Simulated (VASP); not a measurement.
Consider the following.

```
CELL_PARAMETERS angstrom
      2.95000     0.00000     0.00000
     -1.47500     2.55477     0.00000
      0.00000     0.00000     4.68000
ATOMIC_POSITIONS crystal
  Ti 0.66667 0.33333 0.75000
  Ti 0.33333 0.66667 0.25000
```

Level of theory: r2SCAN meta-GGA, VASP's PBE PAW potentials (set 64) (plane waves; VASP). Settings: 480 eV cut-off, 13×13×7 Γ-centred mesh, first-order Methfessel-Paxton smearing of 0.10 eV, potentials Ti_sv.

### Question
The ions, cell shape and volume are relaxed. Give the cell that the relaxation ends in.

### Answer

```
CELL_PARAMETERS angstrom
      2.93848     0.00000     0.00000
     -1.46924     2.54480     0.00000
      0.00000     0.00000     4.63639
ATOMIC_POSITIONS crystal
  Ti 0.66667 0.33333 0.75000
  Ti 0.33333 0.66667 0.25000
```
Space group P6_3/mmc (194), at a tolerance of 0.03 Å.

### Question
How do energy and volume change from the first to the last step?

### Answer
The energy (σ→0) changes by -2.0 meV/atom and the volume by -1.7 %, in 6 ionic steps.

The compound is Ti in the hcp structure. This run relaxes it. Symmetry was kept, so distortions that lower it aren't found.
